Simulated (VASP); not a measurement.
Consider the following.

```yaml
crystal:
  lattice:
    - [0.00000, 2.99940, 2.99940]
    - [2.99940, 0.00000, 2.99940]
    - [2.99940, 2.99940, 0.00000]
  atoms:
    - { symbol: In, position: [0.00000, 0.00000, 0.00000] }
    - { symbol: P, position: [0.25000, 0.25000, 0.25000] }
```

The numbers are results of revPBE GGA, VASP's PBE PAW potentials (set 64) (plane waves; VASP 6.6.1), not measurements. Settings: 520 eV cut-off, Gaussian smearing of 0.050 eV, potentials In_d P.

Unless said otherwise, spin-orbit coupling is left out, though it shifts the bands of the heavy elements here.

Q: Give the energies of bands 7 to 12 at the high-symmetry points, in eV from the valence-band maximum.

A: 
```tsv
band	Γ	X	U	L	W
7	0.00	-5.42	-5.29	-5.34	-5.29
8	0.00	-2.08	-2.95	-0.87	-2.65
9	0.00	-2.08	-1.74	-0.87	-2.58
10	0.43	1.97	2.46	1.41	4.12
11	4.12	2.32	4.29	4.83	4.35
12	4.12	8.92	7.34	4.83	5.46
```

The gap is direct, 0.43 eV, from the valence maximum at Γ to the conduction minimum at Γ.

Measured: gap 1.47 eV (computed value off by -1.04 eV), as given by Wei Chen et al., Physical Review Materials (2018), doi:10.1103/physrevmaterials.2.073803 [zero-point renormalisation of 0.05 eV added back (the table's ZPR column)].

The compound is InP in the zinc blende structure. It was relaxed first, which changed the volume by +7 %.
